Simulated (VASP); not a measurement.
Consider the following.

```yaml
crystal:
  lattice:
    - [0.00000, 1.87784, 1.87784]
    - [1.87784, 0.00000, 1.87784]
    - [1.87784, 1.87784, 0.00000]
  atoms:
    - { symbol: Rh, position: [0.00000, 0.00000, 0.00000] }
```

The numbers are results of r2SCAN+rVV10, VASP's PBE PAW potentials (set 64) (plane waves; VASP), not measurements. Run with 520 eV cut-off, 16×16×16 Γ-centred mesh, first-order Methfessel-Paxton smearing of 0.10 eV, potentials Rh_pv.

Give the stress tensor in GPa (positive for a compressed cell).

```
9.78  0.00  0.00
0.00  9.78  0.00
0.00  0.00  9.78
```
The pressure is its mean diagonal, 9.78 GPa.

The compound is Rh in the fcc structure. This cell is one point of a volume scan, at 0.97 of the reference volume.
